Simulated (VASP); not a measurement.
Computed with r2SCAN meta-GGA, VASP's PBE PAW potentials (set 64) (plane waves; VASP).

A VASP calculation is set up with these files.

### POSCAR
```
GePd3
1
    0.0000000000     3.0938964509     3.0938964509
    3.0938964509     0.0000000000     3.0938964509
    3.0938964509     3.0938964509    -0.0000000000
Ge Pd
1 3
Direct
  0.0000000000   0.0000000000   0.0000000000
  0.5000000000   0.5000000000   0.5000000000
  0.2500000000   0.2500000000   0.2500000000
  0.7500000000   0.7500000000   0.7500000000
```

### INCAR
```
LCHARG = .FALSE.
METAGGA = R2SCAN
PREC = Accurate
LWAVE = .FALSE.
LMIXTAU = .TRUE.
ISIF = 3
LREAL = .FALSE.   # projection in real space or not
SIGMA = 0.1   # width (eV)
ENCUT = 400   # plane-wave cut-off (eV)
ALGO = Normal   # blocked Davidson
EDIFF = 1E-6
LMAXMIX = 4   # l cut-off of mixed one-centre charges
NELM = 100   # most electronic steps
EDIFFG = -0.02   # ionic stop
SYSTEM = GePd3
NSW = 60   # most ionic steps
IBRION = 2   # conjugate gradients
ISMEAR = 1
LASPH = .TRUE.   # aspherical one-centre terms
```

**KPOINTS**
```
Automatic mesh
0
gamma
  8 8 8
```

POTCAR, in this order: Ge_d Pd (PBE.64 set). Program: vasp_std.

Output of the run:

### OUTCAR
```
 ion  position               nearest neighbor table
   1  0.000  0.000  0.000-   4 2.68   4 2.68   3 2.68   3 2.68   4 2.68   3 2.68   4 2.68   3 2.68
                             2 3.09   2 3.09   2 3.09   2 3.09   2 3.09   2 3.09
   2  0.500  0.500  0.500-   3 2.68   3 2.68   4 2.68   4 2.68   4 2.68   4 2.68   3 2.68   3 2.68
                             1 3.09   1 3.09   1 3.09   1 3.09   1 3.09   1 3.09
   3  0.250  0.250  0.250-   1 2.68   1 2.68   2 2.68   2 2.68   2 2.68   2 2.68   1 2.68   1 2.68
                             4 3.09   4 3.09   4 3.09   4 3.09   4 3.09   4 3.09
   4  0.750  0.750  0.750-   2 2.68   2 2.68   1 2.68   1 2.68   2 2.68   1 2.68   2 2.68   1 2.68
                             3 3.09   3 3.09   3 3.09   3 3.09   3 3.09   3 3.09
  LATTYP: Found a face centered cubic cell.
 ALAT       =     6.1877929018
 Subroutine PRICEL returns:
 Original cell was already a primitive cell.
 Subroutine GETGRP returns: Found 48 space group operations
The static configuration has the point symmetry O_h .
The dynamic configuration has the point symmetry O_h .
 Subroutine INISYM returns: Found 48 space group operations
 Subroutine IBZKPT returns following result:
 Found     29 irreducible k-points:

 Following reciprocal coordinates:
            Coordinates               Weight
  0.000000  0.000000  0.000000      1.000000
  0.125000  0.000000  0.000000      8.000000
  0.250000  0.000000  0.000000      8.000000
...
```

### OSZICAR
```
       N       E                     dE             d eps       ncg     rms          rms(c)
DAV:   1     0.264203726645E+03    0.26420E+03   -0.19523E+04  1870   0.310E+03
DAV:   2    -0.568816921642E+02   -0.32109E+03   -0.31298E+03  1582   0.676E+02
DAV:   3    -0.927024365660E+02   -0.35821E+02   -0.34538E+02  1644   0.140E+02
DAV:   4    -0.941281744643E+02   -0.14257E+01   -0.14157E+01  1690   0.292E+01
DAV:   5    -0.941707307716E+02   -0.42556E-01   -0.42543E-01  1902   0.523E+00    0.149E+01
DAV:   6    -0.838666039049E+02    0.10304E+02   -0.11343E+01  1552   0.290E+01    0.799E+00
DAV:   7    -0.838672090823E+02   -0.60518E-03   -0.14410E+00  1618   0.106E+01    0.404E+00
DAV:   8    -0.839052428743E+02   -0.38034E-01   -0.48746E-01  1572   0.587E+00    0.262E+00
DAV:   9    -0.838899978112E+02    0.15245E-01   -0.12561E-01  1582   0.340E+00    0.970E-01
DAV:  10    -0.838808717417E+02    0.91261E-02   -0.46482E-02  1646   0.168E+00    0.191E-01
DAV:  11    -0.838869604181E+02   -0.60887E-02   -0.14183E-02  1586   0.787E-01    0.877E-02
DAV:  12    -0.838880363107E+02   -0.10759E-02   -0.89293E-04  1590   0.232E-01    0.287E-02
DAV:  13    -0.838880375582E+02   -0.12475E-05   -0.84676E-05  1656   0.850E-02    0.701E-03
DAV:  14    -0.838880386834E+02   -0.11252E-05   -0.73184E-05  1544   0.723E-02    0.610E-03
DAV:  15    -0.838880588072E+02   -0.20124E-04   -0.16651E-05  1536   0.372E-02    0.149E-03
DAV:  16    -0.838880573863E+02    0.14209E-05   -0.93301E-07  1006   0.100E-02    0.954E-04
DAV:  17    -0.838880588706E+02   -0.14843E-05   -0.20100E-07   790   0.421E-03    0.340E-04
DAV:  18    -0.838880586218E+02    0.24875E-06   -0.25756E-08   788   0.161E-03
   1 F= -.83888059E+02 E0= -.83888955E+02  d E =-.838881E+02
```

OUTCAR:
```
------------------------ aborting loop because EDIFF is reached ----------------------------------------
  FORCE on cell =-STRESS in cart. coord.  units (eV):
  Direction    XX          YY          ZZ          XY          YZ          ZX
  --------------------------------------------------------------------------------------
  Total        0.0238586      0.0238586      0.0238586     -0.0000000      0.0000000     -0.0000000
  in kB        0.6453693      0.6453693      0.6453693     -0.0000000      0.0000000     -0.0000000
  external PRESSURE =       0.6453693 kB  Pullay stress =       0.0000000 kB
  volume of cell :       59.23
      direct lattice vectors                 reciprocal lattice vectors
     0.000000000  3.093896451  3.093896451    -0.161608511  0.161608511  0.161608511
     3.093896451  0.000000000  3.093896451     0.161608511 -0.161608511  0.161608511
     3.093896451  3.093896451  0.000000000     0.161608511  0.161608511 -0.161608511
 POSITION                                       TOTAL-FORCE (eV/Angst)
 -----------------------------------------------------------------------------------
      0.00000      0.00000      0.00000         0.000000      0.000000     -0.000000
      3.09390      3.09390      3.09390         0.000000      0.000000     -0.000000
      1.54695      1.54695      1.54695         0.000000      0.000000      0.000000
      4.64084      4.64084      4.64084        -0.000000     -0.000000     -0.000000
 -----------------------------------------------------------------------------------
    total drift:                                0.000000     -0.000000     -0.000000
  FREE ENERGIE OF THE ION-ELECTRON SYSTEM (eV)
  ---------------------------------------------------
  free  energy   TOTEN  =       -83.8880586218 eV

  energy  without entropy=      -83.8907488647  energy(sigma->0) =      -83.88895537

 reached required accuracy - stopping structural energy minimisation
```
(Selected blocks of OUTCAR.)

OUTCAR:
```
 val. band max:        9.8342558033   @ k =  -0.2500   0.3750   0.1250

 cond. band min:       9.9810201234   @ k =  -0.3750   0.3750   0.1250


 Fermi energy:         9.8974074447

 k-point     1 :       0.0000    0.0000    0.0000
  band No.  band energies     occupation
      1     -15.7988      2.00000
      2     -15.7988      2.00000
      3     -15.7987      2.00000
      4     -15.7836      2.00000
      5     -15.7836      2.00000
      6      -1.3768      2.00000
      7       4.6014      2.00000
      8       4.6014      2.00000
      9       4.6014      2.00000
     10       4.6994      2.00000
     11       4.6994      2.00000
     12       6.2776      2.00000
     13       6.2776      2.00000
     14       6.2776      2.00000
     15       8.3306      2.00000
     16       8.3306      2.00000
     17       8.3306      2.00000
     18       8.5597      2.00000
     19       8.5597      2.00000
     20       8.6678      2.00000
     21       8.6678      2.00000
     22      10.7771     -0.00000
     23      13.3528      0.00000
     24      13.3529      0.00000
     25      13.3529      0.00000
     26      16.6160      0.00000

 k-point     2 :       0.1250    0.0000    0.0000
  band No.  band energies     occupation
      1     -15.7989      2.00000
      2     -15.7987      2.00000
      3     -15.7987      2.00000
      4     -15.7834      2.00000
      5     -15.7834      2.00000
      6      -1.2131      2.00000
      7       4.4430      2.00000
      8       4.4430      2.00000
      9       4.4483      2.00000
     10       5.0163      2.00000
     11       5.0163      2.00000
     12       6.2516      2.00000
     13       6.2516      2.00000
     14       6.3539      2.00000
     15       7.8838      2.00000
     16       8.0417      2.00000
     17       8.0417      2.00000
     18       8.6239      2.00000
     19       8.6239      2.00000
     20       8.6994      2.00000
     21       8.6994      2.00000
     22      10.9131     -0.00000
...
```

The structure was generated: GePd3 was put into the D03 type (Fm-3m), which need not be its known phase. It was relaxed first, which changed the volume by -9 %. The start is the result of an earlier pass.
